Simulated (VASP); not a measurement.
A VASP calculation is set up with these files.

**POSCAR**
```
Si2Mo
1
    0.0000000000     3.0394817497     3.0395058628
    3.0395011871     0.0000000000     3.0394925355
    3.0394930044     3.0394585276     0.0000000000
Mo Si
1 2
Direct
  0.0000000000   0.0000000000   0.0000000000
  0.2500000000   0.2500000000   0.2500000000
  0.7500000000   0.7500000000   0.7500000000
```

INCAR:
```
SYSTEM = Si2Mo
PREC = Accurate
ENCUT = 400
EDIFF = 1E-6
NELM = 100
ALGO = Normal
LREAL = .FALSE.
LASPH = .TRUE.
ISMEAR = 1
SIGMA = 0.1
GGA = PE
LMAXMIX = 4
LWAVE = .FALSE.
LCHARG = .FALSE.
ISIF = 2
```

File KPOINTS:
```
Automatic mesh
0
Gamma
7 7 7
0 0 0
```

POTCAR, in this order: Mo_sv Si (PBE.64 set). Program: vasp_std.

One choice in this input is risky. Which, and does it do harm here?

The risk: the lattice vectors carry noise near SYMPREC. Here it does no harm: the run (PBE GGA, plane waves, VASP's PBE PAW potentials (set 64)) converges to the same energy and pressure as with the safe setting.
**OSZICAR**
```
       N       E                     dE             d eps       ncg     rms          rms(c)
DAV:   1     0.873470162666E+02    0.87347E+02   -0.98034E+03   656   0.110E+03
DAV:   2    -0.188509131589E+02   -0.10620E+03   -0.10505E+03   740   0.275E+02
DAV:   3    -0.211038422068E+02   -0.22529E+01   -0.21804E+01   852   0.353E+01
DAV:   4    -0.211189513988E+02   -0.15109E-01   -0.15106E-01   677   0.328E+00
DAV:   5    -0.211191786192E+02   -0.22722E-03   -0.22721E-03   838   0.357E-01    0.136E+01
DAV:   6    -0.209023283851E+02    0.21685E+00   -0.10342E+01   698   0.171E+01    0.403E+00
DAV:   7    -0.205626254958E+02    0.33970E+00   -0.29524E+00   684   0.922E+00    0.387E+00
DAV:   8    -0.205343899554E+02    0.28236E-01   -0.11201E-01   628   0.284E+00    0.381E-01
DAV:   9    -0.205346468379E+02   -0.25688E-03   -0.29607E-03   830   0.369E-01    0.214E-01
DAV:  10    -0.205349463985E+02   -0.29956E-03   -0.13297E-03   673   0.282E-01    0.504E-02
DAV:  11    -0.205349377906E+02    0.86079E-05   -0.24011E-04   761   0.108E-01    0.160E-02
DAV:  12    -0.205349485420E+02   -0.10751E-04   -0.20928E-05   642   0.284E-02    0.494E-03
DAV:  13    -0.205349490576E+02   -0.51554E-06   -0.35087E-06   766   0.981E-03
   1 F= -.20534949E+02 E0= -.20533965E+02  d E =-.295182E-02
```

The structure was generated: Si2Mo was put into the fluorite type (Fm-3m), which need not be its known phase. The cell was not relaxed at this level.
